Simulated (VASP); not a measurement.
OSZICAR of a VASP run on P (black):

**OSZICAR**
```
       N       E                     dE             d eps       ncg     rms          rms(c)
DAV:   1     0.516108825730E+02    0.51611E+02   -0.73595E+03  5040   0.990E+02
DAV:   2    -0.198217920619E+02   -0.71433E+02   -0.69841E+02  6600   0.163E+02
DAV:   3    -0.231823664255E+02   -0.33606E+01   -0.33460E+01  6872   0.380E+01
DAV:   4    -0.232240155122E+02   -0.41649E-01   -0.41684E-01  6354   0.495E+00
DAV:   5    -0.232248092838E+02   -0.79377E-03   -0.79384E-03  7024   0.599E-01    0.101E+01
DAV:   6    -0.231019498438E+02    0.12286E+00   -0.66685E-02  6246   0.161E+00    0.589E+00
DAV:   7    -0.230483487117E+02    0.53601E-01   -0.10716E-01  6444   0.208E+00    0.266E-01
DAV:   8    -0.230479102931E+02    0.43842E-03   -0.10845E-02  5934   0.739E-01    0.168E-01
DAV:   9    -0.230479134870E+02   -0.31939E-05   -0.46903E-04  6768   0.154E-01    0.714E-02
DAV:  10    -0.230478913557E+02    0.22131E-04   -0.82359E-05  6234   0.556E-02    0.268E-02
DAV:  11    -0.230478927848E+02   -0.14291E-05   -0.80978E-06  6432   0.226E-02    0.116E-02
DAV:  12    -0.230478934092E+02   -0.62437E-06   -0.45719E-07  6384   0.456E-03    0.277E-03
DAV:  13    -0.230478930687E+02    0.34045E-06   -0.12435E-07  3894   0.244E-03    0.107E-03
DAV:  14    -0.230478931768E+02   -0.10804E-06   -0.23578E-08  3414   0.112E-03    0.655E-04
DAV:  15    -0.230478932267E+02   -0.49913E-07   -0.35475E-09  3228   0.475E-04
   1 F= -.23047893E+02 E0= -.23047893E+02  d E =0.000000E+00
```

Which electronic solver shows in the log?

It is blocked Davidson (ALGO = Normal, or the opening steps of other solvers). The INCAR had ALGO = Normal.

Can the final energy be trusted as converged?

Self-consistency was reached. It stopped with EDIFF = 1E-7, NELM = 100 (PBEsol GGA, plane waves, VASP's PBE PAW potentials (set 64)). Without a dispersion term in the relaxation, distances and binding between the weakly bound layers, chains or molecules are unreliable, and so is what depends on them.

The compound is P in the black structure. It was relaxed first, which changed the volume by -6 %.
